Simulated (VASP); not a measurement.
```
CELL_PARAMETERS angstrom
      0.00000     2.72500     2.72500
      2.72500     0.00000     2.72500
      2.72500     2.72500     0.00000
ATOMIC_POSITIONS crystal
  Ga 0.00000 0.00000 0.00000
  P  0.25000 0.25000 0.25000
```

Method: vdW-DF-cx, VASP's PBE PAW potentials (set 64) (plane waves; VASP). Settings: 520 eV cut-off, 9×9×9 Γ-centred mesh, tetrahedra with Blöchl corrections, potentials Ga_d P.

Task: What does the run give for the energy per atom (σ→0)?

Result: 
```json
{
  "energy per atom (σ→0)": "-2.331 eV/atom"
}
```

The absolute energy has meaning only against runs of the same code, potentials and settings.

The compound is GaP in the zinc blende structure. The cell was not relaxed at this level.
